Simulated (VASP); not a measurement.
Here is the system:

```
CELL_PARAMETERS angstrom
      4.03627    -2.17706     0.01272
      4.03627     2.17706     0.01272
      2.85074     0.00000     3.59229
ATOMIC_POSITIONS crystal
  Sb 0.23489 0.23489 0.23177
  Sb 0.76821 0.76821 0.76821
```

Calculation: r2SCAN meta-GGA, VASP's PBE PAW potentials (set 64) (plane waves; VASP). Settings: 480 eV cut-off, 8×8×8 Γ-centred mesh, Gaussian smearing of 0.050 eV, potentials Sb.

Unless said otherwise, spin-orbit coupling is left out, though it shifts the bands of the heavy elements here.

Problem. Estimate the energy per atom (σ→0), largest force, band gap (on the k-mesh) with the smallest direct gap where there is one.

Solution. 
```yaml
band gap (on the k-mesh): none (metal, semimetal or under 0.01 eV)
energy per atom (σ→0): -25.698 eV/atom
largest_force: 0.123 eV/Å
```

The compound is Sb in the a7 structure. This cell was strained or had an atom moved on purpose.
